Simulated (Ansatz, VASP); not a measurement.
# Mg72H143 (V_H) in two plane-wave programs, part 2 of 2

Aim: how closely do two programs agree when they are given the same cell, functional and k mesh? The cell is taken from a series of runs on this material, whose earlier steps may have relaxed, scaled, displaced or heated it; both programs get it as it stands.

VASP 6.6.1 and Ansatz 0.2.0.

So far: The structure; Ansatz: single point, PBEsol.

## Step 3: VASP: single point, PBEsol

Level of this step: PBEsol; plane waves and PAW (Mg, H) (VASP).

The same cell, functional, mesh and smearing now go to VASP, with its own data sets.

Lines of VASP's logs that name or quote its potential files are left out, and so is its time.

Contents of INCAR:

```
SYSTEM = Mg72H143
PREC = Accurate
ENCUT = 520
EDIFF = 1E-06
NELM = 120
ISMEAR = -1
SIGMA = 0.01
LREAL = Auto
ALGO = Normal
GGA = PS
NELECT = 286
NBANDS = 293
LORBIT = 11
LWAVE = .FALSE.
LCHARG = .FALSE.
ISIF = 2
LASPH = .TRUE.
GGA_COMPAT = .FALSE.
EFERMI = MIDGAP
```

Contents of POSCAR:

```
Mg72H143
1.0
    0.0000000000     13.4315554587      9.0232220990
   13.4315554587      0.0000000000      9.0232220990
    8.9543703058      8.9543703058      0.0000000000
Mg H
72 143
Direct
    0.0834963476      0.0826767314      0.1252090209
    0.2510662383      0.2494356263      0.3743731196
[... 3 atom lines left out ...]
    0.2477699768      0.2544657823      0.8730414491
[... 2 atom lines left out ...]
    0.0829645507      0.4161805095      0.1253124773
    0.2504962288      0.5825728469      0.3733058085
    0.9957982687      0.3259992924      0.0083337698
[... 1 atom line left out ...]
    0.0832997127      0.4147493871      0.6264386153
    0.2509744767      0.5830963231      0.8758592426
[... 1 atom line left out ...]
    0.1353235390      0.5055220111      0.7690502161
[... 4 atom lines left out ...]
    0.0810421038      0.7525311842      0.6246265541
[... 12 atom lines left out ...]
    0.5791095249      0.5857717406      0.3760468392
    0.3340904077      0.3348197885      0.9987226618
    0.4987322435      0.4994577272      0.2503015390
    0.4384828920      0.3950708201      0.6245187369
[... 1 atom line left out ...]
    0.3332992530      0.3333828823      0.4989322132
    0.5001563144      0.5002345803      0.7501295506
    0.4174434446      0.7505561846      0.1238580398
[... 3 atom lines left out ...]
    0.4188336802      0.7502625639      0.6227128256
[... 1 atom line left out ...]
    0.3280968882      0.6981946144      0.4801059235
[... 32 atom lines left out ...]
    0.1860144993      0.3173459666      0.1194757109
[... 7 atom lines left out ...]
    0.1854928535      0.3152884942      0.6268431346
[... 9 atom lines left out ...]
    0.1728951363      0.4966837881      0.6015378064
    0.1440957464      0.3558684021      0.8747886529
[... 1 atom line left out ...]
    0.1726750282      0.4980783715      0.8926332489
    0.9998492636      0.4759058309      0.8927745976
    0.1900070104      0.6435814458      0.6244261759
[... 2 atom lines left out ...]
    0.1499890013      0.6830745059      0.3802634382
[... 2 atom lines left out ...]
    0.1728216597      0.8284322155      0.4027243104
[... 2 atom lines left out ...]
    0.0053169827      0.6605308712      0.8464993465
    0.1728338772      0.8283113391      0.5948458942
    0.1505117046      0.6836181955      0.8691002352
[... 1 atom line left out ...]
    0.0052168482      0.6608289792      0.6543144548
[... 18 atom lines left out ...]
    0.5302843847      0.3032378864      0.6246355436
[... 2 atom lines left out ...]
    0.4814091129      0.3511335495      0.3827881526
[... 2 atom lines left out ...]
    0.4870463037      0.5023020719      0.4120253971
    0.3508644272      0.4816754544      0.3728045406
    0.5162578012      0.6475334241      0.1294204305
    0.3312737320      0.3464968455      0.8369991850
    0.4877339639      0.5019478659      0.6032071687
    0.4824206700      0.3521199242      0.8662269552
[... 1 atom line left out ...]
    0.3316177042      0.3457931515      0.6458431671
[... 1 atom line left out ...]
    0.3518690309      0.4827058204      0.8761310341
    0.5182676524      0.6480420853      0.6221343601
    0.3356848885      0.6606971761      0.3565217481
[... 1 atom line left out ...]
    0.4777487701      0.6894841100      0.3742816358
[... 3 atom lines left out ...]
    0.3576369745      0.8336768965      0.3561880499
[... 5 atom lines left out ...]
    0.3367807328      0.6607479780      0.6476074956
[... 50 atom lines left out ...]
    0.8522108241      0.9813233708      0.6246858058
```

Contents of KPOINTS:

```
Automatic mesh
0
Gamma
1 1 1
0 0 0
```

PAW data sets: Mg and H (PBE family, release 64).

Started as:

```
$ export OMP_NUM_THREADS=3
$ mpirun -np 1 vasp_gam
```

Numbers of over 12 decimals in the logs are rounded to 6 here.

The log of the run:

```text
[banner, memory and clock lines left out]
running    1 mpi-ranks, on    1 nodes
[...]
Offloading initialized ...    1 GPUs detected
[...]
|                                                                             |
|               ----> ADVICE to this user running VASP <----                  |
|                                                                             |
|     You enforced a specific xc type in the INCAR file but a different       |
|     [... a line on the potential file left out ...]
|     I HOPE YOU KNOW WHAT YOU ARE DOING!                                     |
|                                                                             |

 LDA part: xc-table for (Slater+PW92), standard interpolation
 POSCAR, INCAR and KPOINTS ok, starting setup
[...]
entering main loop
       N       E                     dE             d eps       ncg     rms          rms(c)
DAV:   1     0.824821081068E+03    0.82482E+03   -0.10756E+05   594   0.817E+02
DAV:   2    -0.470878692087E+03   -0.12957E+04   -0.10993E+04   860   0.145E+02
DAV:   3    -0.671138217024E+03   -0.20026E+03   -0.19609E+03   708   0.489E+01
DAV:   4    -0.677103250601E+03   -0.59650E+01   -0.59527E+01   716   0.922E+00
DAV:   5    -0.677132722244E+03   -0.29472E-01   -0.29469E-01   700   0.769E-01BRMIX: very serious problems
 the old and the new charge density differ
 old charge density:   287.00000 new  286.00000
    0.366E+01
DAV:   6    -0.646423540493E+03    0.30709E+02   -0.16962E+01   692   0.466E+00    0.188E+01
DAV:   7    -0.635316589383E+03    0.11107E+02   -0.23404E+01   636   0.572E+00    0.273E+00
DAV:   8    -0.635509563672E+03   -0.19297E+00   -0.59717E-01   676   0.106E+00    0.705E-01
DAV:   9    -0.635497823411E+03    0.11740E-01   -0.54348E-02   708   0.294E-01    0.222E-01
[...]
DAV:  13    -0.635497988443E+03    0.57073E-06   -0.18600E-05   732   0.123E-02    0.868E-03
DAV:  14    -0.635497996016E+03   -0.75724E-05   -0.35797E-05   684   0.782E-03    0.315E-03
DAV:  15    -0.635497996364E+03   -0.34844E-06   -0.25886E-06   580   0.227E-03
   1 F= -.63549800E+03 E0= -.63549800E+03  d E =0.000000E+00
```

OUTCAR, selected parts (step 3):

```text
  FREE ENERGIE OF THE ION-ELECTRON SYSTEM (eV)
  ---------------------------------------------------
  free  energy   TOTEN  =      -635.4979963641 eV

  energy  without entropy=     -635.4979963641  energy(sigma->0) =     -635.49799636
```

The run ends at a pressure of -0.44 GPa, with forces up to 0.71 eV/Å.

## Step 4: Differences

Known differences besides the potentials themselves: the cutoff is 420 eV in Ansatz and 520 eV in VASP (PREC = Accurate, projectors in real space); Ansatz makes its cores anew for this functional, VASP keeps those of its PBE data sets. Total energies have different zeros and are not compared.

Both answers:

```csv
quantity,Ansatz,VASP,difference
gap on the k mesh (eV),3.635,3.636,-0.001
```

Forces on 9 of the 215 atoms, those with the largest forces and the largest differences (eV/Å; atoms numbered as in POSCAR):

```csv
atom,"Ansatz x, y, z","VASP x, y, z"
Mg16,"-0.232, 0.228, 0.464","-0.232, 0.228, 0.465"
Mg21,"-0.129, 0.128, 0.000","-0.129, 0.129, 0.000"
Mg34,"0.047, -0.050, -0.166","0.047, -0.049, -0.166"
Mg37,"0.499, -0.501, 0.001","0.501, -0.502, 0.001"
Mg47,"-0.230, 0.230, -0.464","-0.231, 0.229, -0.464"
H102,"0.048, -0.048, -0.098","0.049, -0.049, -0.101"
H103,"0.146, -0.144, 0.000","0.147, -0.145, 0.000"
H135,"-0.133, 0.133, 0.000","-0.139, 0.139, 0.000"
H158,"0.049, -0.047, 0.099","0.050, -0.049, 0.101"
```

The forces differ by 0.7 meV/Å r.m.s., which is 1.2 % of the r.m.s. force of 0.055 eV/Å (both taken over all components). A gap on the mesh is an upper bound, since the band edges may lie between its points. The cell carries a charge of +1 e against a uniform background, so its pressure also hangs on how the neutralising background is counted, and in a defect's cell a gap may be the spacing between its levels.

## Step 5: Results

| Item | Value |
| --- | --- |
| r.m.s. force difference (single point, PBEsol) | 0.66 meV/Å |

**Reading.** The r.m.s. force difference is 0.66 meV/Å (single point, PBEsol), within the 12 meV/Å picked in this series as the mark of a large difference. The data sets hold unlike numbers of valence electrons (862 in Ansatz and 286 in VASP), so part of the differences may come from the potentials. How closely two codes agree says nothing of how well the functional describes the real material.

[Lines on the potential files, build, host, timing and source positions are cut from VASP's logs without a mark.]

[Logs are printed without paths, hosts, clocks, repeated set-up lines and the standing remarks that a program may print on its own settings, such as how far it seeks lower states.]

[Hosts, paths, dates, database ids (printed as entryN), source tags and the programs' standing remarks are cut or masked in the printed files.]
